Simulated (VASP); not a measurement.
The input files of a VASP run:

### INCAR
```
SYSTEM=ZrO2
PREC=Accurate; ENCUT=520; LREAL=.FALSE.
LASPH=.TRUE.
EDIFF=1E-6; NELM=100; ALGO=Normal
LMAXMIX=4; LMIXTAU=.TRUE.
ISMEAR=0; SIGMA=0.05
METAGGA=R2SCAN
IBRION=2; NSW=60; ISIF=3
EDIFFG=-0.02
LWAVE=.FALSE.; LCHARG=.FALSE.
```

POSCAR:
```
ZrO2
1
    3.2476963335     0.0000000450     0.0000000000
   -1.6238475862     2.8125871842    -0.0000000000
   -0.0000000000    -0.0000000000     4.7751591863
Zr O
1 2
Direct
  0.0000000000   0.0000000000   0.0000000000
  0.3333330000   0.6666670000   0.2010115428
  0.6666670000   0.3333330000   0.7989884572
```

### KPOINTS
```
Automatic
0
G
  7 7 4
```

POTCAR, in this order: Zr_sv O (PBE.64 set). Program: vasp_std.

Task: Write an equivalent input for Ansatz.

Result: One equivalent input (not run):
Ansatz 0.2 input:
```yaml
crystal:
  lattice:
    - [3.2476963, 0.0000000, 0.0000000]
    - [-1.6238476, 2.8125872, 0.0000000]
    - [0.0000000, 0.0000000, 4.7751592]
  atoms:
    - { symbol: Zr, position: [0.0000000, 0.0000000, 0.0000000] }
    - { symbol: O, position: [0.3333330, 0.6666670, 0.2010115] }
    - { symbol: O, position: [0.6666670, 0.3333330, 0.7989885] }
kpoints:
  mp_grid: { grid: [7, 7, 4] }
hamiltonian:
  xc: r2scan
  pseudopotentials: { kind: paw }
scf:
  occupations: { method: gaussian, width: 0.05 }
  max_iter: 100
relax:
  max_steps: 60
  f_tol: 0.02
  cell: {}
output: { forces: true, stress: true, eigenvalues: true }
```
The two are equivalent in intent, not identical: each code has its own PAW files, so the cut-off isn't converted (ENCUT is set for VASP's; basis.ecutwfc is left out, and Ansatz then takes the one that its files recommend); Ansatz stops its SCF on the density residual and VASP on the energy change (EDIFF).

The structure was generated: ZrO2 was put into the CdI2 type (P-3m1), which need not be its known phase. This run relaxes it. Symmetry was kept, so distortions that lower it aren't found. The start is the result of an earlier pass.
